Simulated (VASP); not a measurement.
Data:

```
AlN
1.0
    1.51728    -2.62800     0.00000
    1.51728     2.62800     0.00000
    0.00000     0.00000     4.81997
Al N
2 2
Direct
  0.66667   0.33333   0.49885
  0.33333   0.66667   0.99885
  0.66667   0.33333   0.88315
  0.33333   0.66667   0.38315
```

Method: PBEsol GGA, VASP's PBE PAW potentials (set 64) (plane waves; VASP). Settings: 600 eV cut-off, 8×8×4 Γ-centred mesh, Gaussian smearing of 0.050 eV, potentials Al N.

What does the run give for the energy per atom (σ→0), pressure?

- energy per atom (σ→0): -7.779 eV/atom
- pressure: 20.00 GPa

Only differences to runs with the same potentials and settings are physical.

The compound is AlN in the wurtzite structure. It was relaxed first under an external pressure of 20 GPa.
